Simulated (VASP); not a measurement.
These are PBEsol GGA, VASP's PBE PAW potentials (set 64) (plane waves; VASP) values and carry that method's errors.

VASP input:

File POSCAR:
```
C
1
    2.4608863737     0.0000000000    -0.0000000000
   -1.2304431868     2.1311904353     0.0000000000
   -0.0000000000    -0.0000000000    19.9967977160
C
2
Direct
  0.6666670000   0.3333330000   0.0000000000
  0.3333330000   0.6666670000   0.0000000000
```

File KPOINTS:
```
K-points
0
G
  11 11 2
0 0 0
```

### INCAR
```
SYSTEM = C
PREC = Accurate
ENCUT = 650
EDIFF = 1E-7
NELM = 100
ALGO = Normal
LREAL = .FALSE.
LASPH = .TRUE.
ISMEAR = 0
SIGMA = 0.05
GGA = PS
LWAVE = .FALSE.
LCHARG = .FALSE.
IBRION = 6
ISIF = 3
NFREE = 2
POTIM = 0.015
NSW = 1
```

POTCAR, in this order: C (PBE.64 set). Program: vasp_std.

The resulting files:

### OUTCAR
```
 ion  position               nearest neighbor table
   1  0.667  0.333  0.000-   2 1.42   2 1.42   2 1.42
   2  0.333  0.667  0.000-   1 1.42   1 1.42   1 1.42
  LATTYP: Found a hexagonal cell.
 ALAT       =     2.4608863737
 C/A-ratio  =     8.1258516971
 Subroutine PRICEL returns:
 Original cell was already a primitive cell.
 Subroutine GETGRP returns: Found 24 space group operations
The static configuration has the point symmetry D_6h.
The dynamic configuration has the point symmetry D_6h.
 Subroutine INISYM returns: Found 24 space group operations
 Subroutine IBZKPT returns following result:
 Found     32 irreducible k-points:

 Following reciprocal coordinates:
            Coordinates               Weight
  0.000000  0.000000  0.000000      1.000000
  0.090909  0.000000  0.000000      6.000000
  0.181818 -0.000000  0.000000      6.000000
  0.272727 -0.000000  0.000000      6.000000
  0.363636  0.000000  0.000000      6.000000
  0.454545  0.000000  0.000000      6.000000
  0.090909  0.090909  0.000000      6.000000
  0.181818  0.090909  0.000000     12.000000
...
```

File OUTCAR:
```


 TOTAL ELASTIC MODULI (kBar)
 Direction    XX          YY          ZZ          XY          YZ          ZX
 --------------------------------------------------------------------------------
 XX        1783.4887    324.2490     -1.3043      0.0000      0.0000     -0.0000
 YY         324.2490   1783.4897     -1.3043      0.0000      0.0000      0.0000
 ZZ          -1.3043     -1.3043     -0.1458     -0.0000      0.0000     -0.0000
 XY           0.0000      0.0000     -0.0000    729.6201      0.0000      0.0000
 YZ           0.0000      0.0000      0.0000      0.0000      0.9111      0.0000
 ZX           0.0000      0.0000     -0.0000     -0.0000      0.0000      0.9112
 --------------------------------------------------------------------------------
```
(Selected blocks of OUTCAR.)

The cell holds a wide vacuum, so values per volume refer to the whole cell. Finite-difference elastic constants of metals are sensitive to mesh and smearing; shear constants can be off by tens of GPa.

The cell is a sheet with vacuum, built from a database entry that may be metastable or hypothetical.
